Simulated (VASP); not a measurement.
These are PBEsol GGA, VASP's PBE PAW potentials (set 64) (plane waves; VASP) values and carry that method's errors. Each cell was relaxed at this level.

Without a dispersion term in the relaxation, distances and binding between the weakly bound layers, chains or molecules are unreliable, and so is what depends on them.

Q: Which of these has an unstable (imaginary) mode at Γ?
(A) ZrPbO3, Pm-3m (221)
(B) Be, P6_3/mmc (194)
(C) SnS2, P-3m1 (164)
(D) CeMg, P-6m2 (187)

A: A, ZrPbO3, Pm-3m (221). Its optical Γ-point modes are 134i (×3), 69 (×3), 155 (×3), 555 (×3) cm⁻¹.
